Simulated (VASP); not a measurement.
Given:

```
CELL_PARAMETERS angstrom
      1.52848    -2.64740     0.00000
      1.52848     2.64740     0.00000
      0.00000     0.00000     3.38758
ATOMIC_POSITIONS crystal
  Zr 0.00000 0.00000 0.00000
  B  0.33333 0.66667 0.50000
  B  0.66667 0.33333 0.50000
```

Computed with PBEsol GGA, VASP's PBE PAW potentials (set 64) (plane waves; VASP 6.6.1). Settings: 620 eV cut-off, 11×11×9 Γ-centred mesh, first-order Methfessel-Paxton smearing of 0.10 eV, potentials Zr_sv B.

Problem. Predict the energy per atom (σ→0), pressure, band gap (on the k-mesh) with the smallest direct gap where there is one.

Solution. 
| Item | Result |
|---|---|
| band gap (on the k-mesh) | none (metal, semimetal or under 0.01 eV) |
| energy per atom (σ→0) | -8.720 eV/atom |
| pressure | 30.00 GPa |

The absolute energy has meaning only against runs of the same code, potentials and settings.

The compound is ZrB2 in the AlB2 type structure. It was relaxed first under an external pressure of 30 GPa.
